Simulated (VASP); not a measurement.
# MgSnO2 (P4/nmm) in VASP: relaxation of cell and atoms with PBE

Aim: the relaxation of cell and atoms of MgSnO2 with PBE.

All numbers are computed with VASP 6.6.1; they aren't measurements. Logs are shortened: lines on timing, memory, paths and dates and some standing lists are left out, and cuts for length are marked.

**1. Starting point**

It takes space group P4/nmm (No. 129, tetragonal). The conventional cell has a = 3.700 Å, b = 3.700 Å, c = 8.300 Å, α = 90.00°, β = 90.00°, γ = 90.00°. Around Mg (site symmetry 4mm) lie 4 O at 2.05 Å. Sn (site symmetry 4mm) is surrounded by 4 O at 2.22 Å. O (site symmetry -4m2) is surrounded by 4 Mg at 2.05 Å. O (site symmetry -4m2) is surrounded by 4 Sn at 2.22 Å.

The cell was built by a generator and needn't be a form met in nature.

**2. Relaxation of cell and atoms, PBE**

INCAR reads:

```
SYSTEM = MgSnO2
ALGO = Fast
EDIFF = 1E-4
EDIFFG = -0.08
ENCUT = 520
GGA = PE
IBRION = 2
ISIF = 3
ISMEAR = 0
LASPH = .True.
LCHARG = .False.
LREAL = .False.
LWAVE = .False.
NELM = 60
NSW = 24
PREC = Normal
SIGMA = 0.15
```

KPOINTS reads:

```
k-points
0
Gamma
  4 4 2
  0 0 0
```

POSCAR reads:

```
MgSnO2
1.0
    3.7000000000      0.0000000000      0.0000000000
    0.0000000000      3.7000000000      0.0000000000
    0.0000000000      0.0000000000      8.3000000000
Mg Sn O
2 2 4
Direct
    0.0000000000      0.5000000000      0.6060000000
    0.5000000000      0.0000000000      0.3940000000
    0.0000000000      0.5000000000      0.1480000000
    0.5000000000      0.0000000000      0.8520000000
    0.5000000000      0.5000000000      0.5000000000
    0.0000000000      0.0000000000      0.5000000000
    0.5000000000      0.5000000000      0.0000000000
    0.0000000000      0.0000000000      0.0000000000
```

Potentials or basis: VASP PAW PBE potentials, release 64 (Mg, Sn_d, O).

Launch:

```console
> cat potpaw_PBE.64/Mg/POTCAR potpaw_PBE.64/Sn_d/POTCAR potpaw_PBE.64/O/POTCAR > POTCAR
> mpirun -np 1 vasp_std > vasp.out
```

OUTCAR:

```text
SYSTEM = MgSnO2
   EDIFF = 1E-4
   EDIFFG = -0.08
   ENCUT = 520
   GGA = PE
   IBRION = 2
   ISIF = 3
   ISMEAR = 0
   LASPH = .True.
   LREAL = .False.
   NELM = 60
   NSW = 24
   PREC = Normal

 ion  position               nearest neighbor table
   1  0.000  0.500  0.606-   5 2.05   6 2.05   6 2.05   5 2.05   2 3.15   2 3.15   2 3.15   2 3.15
                             4 3.32   4 3.32   4 3.32   4 3.32
   2  0.500  0.000  0.394-   5 2.05   6 2.05   5 2.05   6 2.05   1 3.15   1 3.15   1 3.15   1 3.15
                             3 3.32   3 3.32   3 3.32   3 3.32
   3  0.000  0.500  0.148-   7 2.22   8 2.22   8 2.22   7 2.22   2 3.32   2 3.32   2 3.32   2 3.32
                             4 3.59   4 3.59   4 3.59   4 3.59
   4  0.500  0.000  0.852-   7 2.22   8 2.22   7 2.22   8 2.22   1 3.32   1 3.32   1 3.32   1 3.32
                             3 3.59   3 3.59   3 3.59   3 3.59
   5  0.500  0.500  0.500-   1 2.05   2 2.05   2 2.05   1 2.05
   6  0.000  0.000  0.500-   1 2.05   2 2.05   1 2.05   2 2.05
   7  0.500  0.500  0.000-   3 2.22   4 2.22   4 2.22   3 2.22
   8  0.000  0.000  0.000-   3 2.22   4 2.22   3 2.22   4 2.22

  LATTYP: Found a simple tetragonal cell.
 ALAT       =     3.7000000000
 C/A-ratio  =     2.2432432432

  Lattice vectors:

 A1 = (   3.7000000000,   0.0000000000,   0.0000000000)
 A2 = (   0.0000000000,   3.7000000000,   0.0000000000)
 A3 = (   0.0000000000,   0.0000000000,   8.3000000000)

Analysis of symmetry for initial positions (statically):
=====================================================================
 Subroutine PRICEL returns:
 Original cell was already a primitive cell.

 Routine SETGRP: Setting up the symmetry group for a
 simple tetragonal supercell.

 Subroutine GETGRP returns: Found 16 space group operations
 (whereof  8 operations were pure point group operations)
 out of a pool of 16 trial point group operations.

The static configuration has the point symmetry D_2d.
 The point group associated with its full space group is D_4h.

Analysis of symmetry for dynamics (positions and initial velocities):
=====================================================================
 Subroutine PRICEL returns:
 Original cell was already a primitive cell.

 Routine SETGRP: Setting up the symmetry group for a
 simple tetragonal supercell.

 Subroutine GETGRP returns: Found 16 space group operations
 (whereof  8 operations were pure point group operations)
 out of a pool of 16 trial point group operations.

The dynamic configuration has the point symmetry D_2d.
 The point group associated with its full space group is D_4h.

 Subroutine INISYM returns: Found 16 space group operations
 (whereof  8 operations are pure point group operations),
 and found     1 'primitive' translations

----------------------------------------------------------------------------------------

                                     Primitive cell

  volume of cell :     113.6270

  direct lattice vectors                    reciprocal lattice vectors
     3.700000000  0.000000000  0.000000000     0.270270270  0.000000000  0.000000000
     0.000000000  3.700000000  0.000000000     0.000000000  0.270270270  0.000000000
     0.000000000  0.000000000  8.300000000     0.000000000  0.000000000  0.120481928

  length of vectors
     3.700000000  3.700000000  8.300000000     0.270270270  0.270270270  0.120481928

  position of ions in fractional coordinates (direct lattice)
     0.000000000  0.500000000  0.606000000
     0.500000000  0.000000000  0.394000000
     0.000000000  0.500000000  0.148000000
     0.500000000  0.000000000  0.852000000
     0.500000000  0.500000000  0.500000000
     0.000000000  0.000000000  0.500000000
     0.500000000  0.500000000  0.000000000
     0.000000000  0.000000000  0.000000000

  ion indices of the primitive-cell ions
   primitive index   ion index
                 1           1
                 2           2
                 3           3
                 4           4
                 5           5
                 6           6
                 7           7
                 8           8

----------------------------------------------------------------------------------------

 KPOINTS: k-points

Automatic generation of k-mesh.
 Grid dimensions read from file:
 generate k-points for:    4    4    2

 Generating k-lattice:

  Cartesian coordinates                     Fractional coordinates (reciprocal lattice)
     0.067567568  0.000000000  0.000000000     0.250000000  0.000000000  0.000000000
     0.000000000  0.067567568  0.000000000     0.000000000  0.250000000  0.000000000
     0.000000000  0.000000000  0.060240964     0.000000000  0.000000000  0.500000000

  Length of vectors
     0.067567568  0.067567568  0.060240964

  Shift w.r.t. Gamma in fractional coordinates (k-lattice)
     0.000000000  0.000000000  0.000000000

 Subroutine IBZKPT returns following result:
 ===========================================

 Found     12 irreducible k-points:

 Following reciprocal coordinates:
            Coordinates               Weight
  0.000000  0.000000  0.000000      1.000000
  0.250000  0.000000  0.000000      4.000000
  0.500000  0.000000  0.000000      2.000000
  0.250000  0.250000  0.000000      4.000000
  0.500000  0.250000  0.000000      4.000000
  0.500000  0.500000  0.000000      1.000000
  0.000000  0.000000  0.500000      1.000000
  0.250000  0.000000  0.500000      4.000000
  0.500000  0.000000  0.500000      2.000000
  0.250000  0.250000  0.500000      4.000000
  0.500000  0.250000  0.500000      4.000000
  0.500000  0.500000  0.500000      1.000000
   k-points           NKPTS =     12   k-points in BZ     NKDIM =     12   number of bands    NBANDS=     33
   number of dos      NEDOS =    301   number of ions     NIONS =      8
   total plane-waves  NPLWV =  27648
   dimension x,y,z NGX =    24 NGY =   24 NGZ =   48
   dimension x,y,z NGXF=    48 NGYF=   48 NGZF=   96
   ions per type =               2   2   4
   NGX,Y,Z   is equivalent  to a cutoff of  10.78, 10.78,  9.61 a.u.
   NGXF,Y,Z  is equivalent  to a cutoff of  21.57, 21.57, 19.23 a.u.
 SYSTEM =  MgSnO2
   PREC   = normal    normal or accurate (medium, high low for compatibility)
   ISTART =      0    job   : 0-new  1-cont  2-samecut
   ICHARG =      2    charge: 1-file 2-atom 10-const
   ISPIN  =      1    spin polarized calculation?
   LNONCOLLINEAR =      F non collinear calculations
   LSORBIT =      F    spin-orbit coupling
   LASPH  =      T    aspherical Exc in radial PAW
   ENCUT  =  520.0 eV  38.22 Ry    6.18 a.u.   6.88  6.88 15.43*2*pi/ulx,y,z
   NELM   =     60;   NELMIN=  2; NELMDL= -5     # of ELM steps
   EDIFF  = 0.1E-03   stopping-criterion for ELM
   LREAL  =      F    real-space projection
   EDIFFG = -.8E-01   stopping-criterion for IOM
   NSW    =     24    number of steps for IOM
   IBRION =      2    ionic relax: 0-MD 1-quasi-New 2-CG
   NFREE  =      1    steps in history (QN), initial steepest desc. (CG)
   ISIF   =      3    stress and relaxation
   ISYM   =      2    0-nonsym 1-usesym 2-fastsym
   POTIM  = 0.5000    time-step for ionic-motion
   TEBEG  =    0.0;   TEEND  =   0.0 temperature during run
   PSTRESS=    0.0 pullay stress
   NELECT =      56.0000    total number of electrons
   NUPDOWN=      -1.0000    fix difference up-down
   EMIN   =  10.00;   EMAX   =-10.00  energy-range for DOS
   EFERMI =   0.00;   METHOD = LEGACY
   ISMEAR =     0;   SIGMA  =   0.15  broadening in eV -4-tet -1-fermi 0-gaus
   EFERMI_NEDOS =   21; number of points for ismear=-14 and -15
   IALGO  =     68    algorithm
   IMIX   =      4    mixing-type and parameters
     AMIX     =   0.40;   BMIX     =  1.00
     AMIX_MAG =   1.60;   BMIX_MAG =  1.00
  volume/ion in A,a.u.               =      14.20        95.85
  Fermi-wavevector in a.u.,A,eV,Ry     =   1.293134  2.443670 22.751615  1.672197
  Thomas-Fermi vector in A             =   2.424799
   LORBIT       =      0    0 simple, 1 ext, 2 COOP (PROOUT), +10 PAW based schemes
   GGA     = PE    functional components
   LHFCALC =     F    Hartree Fock is set to
   AEXX    =    0.0000 exact exchange contribution
   IVDW    =     0    specifies the selected vdW correction
   LEPSILON=     F    determine dielectric tensor
   LRPA    =     F    only Hartree local field effects (RPA)
 conjugate gradient relaxation of ions
 non-spin polarized calculation
 RMM-DIIS sequential band-by-band and
 Gauss-broadening in eV      SIGMA  =   0.15
  energy-cutoff  :      520.00
  volume of cell :      113.63
 maximum number of plane-waves:      3078
   NGX = 13   NGY = 13   NGZ = 31

--------------------------------------- Ionic step        1  -------------------------------------------

 number of electron      56.0000099 magnetization

 Free energy of the ion-electron system (eV)
  ---------------------------------------------------
  ext. energy  EPLUGINS =         0.00000000
  ---------------------------------------------------
  free energy    TOTEN  =       -41.93430159 eV

  energy without entropy =      -41.89932924  energy(sigma->0) =      -41.91681542

 E-fermi :   6.2295     XC(G=0): -10.3091

 val. band max:        6.2055270350   @ k =   0.5000   0.5000   0.5000
 cond. band min:       6.3409286450   @ k =   0.2500   0.2500   0.0000
 fundamental gap:      0.1354016099
 Fermi energy:         6.2295116999

 k-point     1 :       0.0000    0.0000    0.0000
  band No.  band energies     occupation
      1     -16.3639      2.00000
      2     -15.9935      2.00000
      3     -15.9329      2.00000
      4     -15.9329      2.00000
      5     -15.9131      2.00000
      6     -15.8850      2.00000
[... 540 lines left out ...]
  FREE ENERGIE OF THE ION-ELECTRON SYSTEM (eV)
  ---------------------------------------------------
  free  energy   TOTEN  =       -43.5771025665 eV

  energy  without entropy=      -43.5771025664  energy(sigma->0) =      -43.57710257

 E-fermi :   3.9828     XC(G=0):  -9.1527

 val. band max:        3.2795779223   @ k =   0.0000   0.0000   0.0000
 cond. band min:       5.0359952123   @ k =   0.0000   0.0000   0.0000
 fundamental gap:      1.7564172900
 Fermi energy:         3.9828199709

 k-point     1 :       0.0000    0.0000    0.0000
  band No.  band energies     occupation
      1     -17.9567      2.00000
      2     -17.6038      2.00000
      3     -17.6038      2.00000
      4     -17.5979      2.00000
      5     -17.5804      2.00000
      6     -17.5771      2.00000
[... 421 lines left out ...]
     32       7.8369      0.00000
     33       8.4705      0.00000

[... ionic steps 4 to 15 ...]

--------------------------------------- Ionic step       16  -------------------------------------------

 number of electron      55.9999823 magnetization

------------------------ aborting loop because EDIFF is reached ----------------------------------------

  FORCE on cell =-STRESS in cart. coord.  units (eV):
  Direction    XX          YY          ZZ          XY          YZ          ZX
  --------------------------------------------------------------------------------------
  -------------------------------------------------------------------------------------
  Total        0.7265306      0.7265306      0.4759862      0.0000000      0.0000000     -0.0000000
  in kB        8.3335383      8.3335383      5.4597137      0.0000000      0.0000000     -0.0000000
  external PRESSURE =       7.3755968 kB  Pullay stress =       0.0000000 kB
[... 69 lines left out ...]
  energy  without entropy=      -44.7924591751  energy(sigma->0) =      -44.79245918

--------------------------------------- Ionic step       18  -------------------------------------------

 number of electron      55.9999908 magnetization

 Free energy of the ion-electron system (eV)
  ---------------------------------------------------
  ext. energy  EPLUGINS =         0.00000000
  ---------------------------------------------------
  free energy    TOTEN  =       -44.79654717 eV

  energy without entropy =      -44.79654717  energy(sigma->0) =      -44.79654717

 E-fermi :   3.4299     XC(G=0):  -8.9085

 val. band max:        2.7975606420   @ k =   0.0000   0.0000   0.0000
 cond. band min:       4.6448540900   @ k =   0.0000   0.0000   0.0000
 fundamental gap:      1.8472934481
 Fermi energy:         3.4298564987

 k-point     1 :       0.0000    0.0000    0.0000
  band No.  band energies     occupation
      1     -18.3069      2.00000
      2     -17.9829      2.00000
      3     -17.9770      2.00000
      4     -17.9770      2.00000
      5     -17.9591      2.00000
      6     -17.9500      2.00000
[... 456 lines left out ...]
  FREE ENERGIE OF THE ION-ELECTRON SYSTEM (eV)
  ---------------------------------------------------
  free  energy   TOTEN  =       -44.7965471735 eV

  energy  without entropy=      -44.7965471734  energy(sigma->0) =      -44.79654717

 reached required accuracy - stopping structural energy minimisation
```

Wall time 4.4 min (1 thread of Intel Xeon Platinum 8488C (Sapphire Rapids), shared host); peak memory 0.2 GiB.

What came out:

* Free energy: -44.7965 eV
* Relaxed volume: 17.78 Å³/atom
* Relaxed cell: a = 3.948 Å, b = 3.948 Å, c = 9.123 Å, α = 90.00°, β = 90.00°, γ = 90.00°
* Space group after relaxing (to 0.05 Å): P4/nmm (No. 129)
* Energy gained by relaxing: 357.8 meV/atom
* Ionic steps: 18
* Pressure after relaxing: 0.0 GPa
* Largest force after relaxing: 0.078 eV/Å
* Band gap on the k mesh: 1.85 eV, direct

Forces in eV/Å, atoms in the order of the input:
```
Mg   0.000  0.000  0.078
Mg   0.000  0.000 -0.078
Sn   0.000  0.000 -0.025
Sn   0.000  0.000  0.025
O    0.000  0.000  0.000
O    0.000  0.000  0.000
O    0.000  0.000  0.000
O    0.000  0.000  0.000
```

Step by step:
| step | energy change (eV) | largest force (eV/Å) | pressure (GPa) | volume (Å³) |
| --- | --- | --- | --- | --- |
| 1 | 0.0000 | 3.1528 | 6.36 | 113.63 |
| 2 | -1.2325 | 2.5368 | -0.43 | 123.08 |
| 3 | -1.6428 | 1.9638 | -4.93 | 130.52 |
| 4 | -1.6866 | 1.7888 | -6.31 | 133.23 |
| 5 | -2.3652 | 0.7869 | 1.27 | 126.68 |
| 6 | -2.3907 | 0.7295 | 4.98 | 124.92 |
| 7 | -2.6610 | 0.2749 | 1.14 | 131.04 |
| 8 | -2.7240 | 0.2498 | 0.47 | 135.62 |
| 9 | -2.3684 | 1.0552 | -5.56 | 145.08 |
| 10 | -2.7177 | 0.3574 | -3.10 | 136.89 |
| 11 | -2.7225 | 0.3456 | -1.69 | 136.20 |
| 12 | -2.8231 | 0.1845 | 1.40 | 135.73 |
| 13 | -2.8231 | 0.1841 | 1.26 | 135.73 |
| 14 | -2.8478 | 0.2598 | -0.42 | 139.36 |
| 15 | -2.8477 | 0.2474 | -0.36 | 139.31 |
| 16 | -2.8582 | 0.1107 | 0.74 | 139.68 |
| 17 | -2.8582 | 0.1087 | 0.71 | 139.69 |
| 18 | -2.8622 | 0.0780 | -0.03 | 142.21 |

Final structure:
```
Mg Sn O
1.0
     3.94822    0.00000    0.00000
     0.00000    3.94822    0.00000
     0.00000    0.00000    9.12253
Mg Sn O
2 2 4
Direct
  0.00000 0.50000 0.47866
  0.50000 0.00000 0.52134
  0.00000 0.50000 0.12484
  0.50000 0.00000 0.87516
  0.50000 0.50000 0.50000
  0.00000 0.00000 0.50000
  0.50000 0.50000 0.00000
  0.00000 0.00000 0.00000
```

Levels at points of the mesh, in eV from the valence-band top:
| k point | band 24 | band 25 | band 26 | band 27 | band 28 | band 29 | band 30 | band 31 | band 32 | band 33 |
| --- | --- | --- | --- | --- | --- | --- | --- | --- | --- | --- |
| (0.00, 0.00, 0.00) | -2.34 | -0.13 | -0.13 | -0.07 | 0.00 | 1.85 | 2.54 | 4.85 | 4.85 | 5.99 |
| (0.50, 0.00, 0.00) | -1.63 | -1.46 | -1.46 | -0.63 | -0.63 | 2.98 | 2.98 | 4.67 | 4.67 | 6.31 |
| (0.50, 0.50, 0.00) | -1.39 | -0.95 | -0.95 | -0.11 | -0.11 | 2.56 | 2.56 | 5.03 | 5.03 | 5.66 |
| (0.00, 0.00, 0.50) | -1.77 | -0.69 | -0.13 | -0.13 | -0.07 | 1.99 | 2.76 | 4.93 | 4.93 | 6.47 |
| (0.50, 0.00, 0.50) | -1.63 | -1.62 | -1.62 | -0.47 | -0.47 | 2.90 | 2.90 | 4.80 | 4.80 | 6.32 |
| (0.50, 0.50, 0.50) | -1.37 | -1.00 | -1.00 | -0.11 | -0.11 | 2.83 | 2.83 | 4.59 | 4.59 | 5.28 |

Caveat: the k mesh is coarse (spacing up to 0.42 Å⁻¹), so the values aren't converged; the volume moved by over 15 % at a fixed basis, so the end points are rough; spin-orbit coupling is left out, which moves the levels of the heavy elements; the relaxation stopped at a loose force limit of 0.08 eV/Å, so its end isn't a converged minimum.
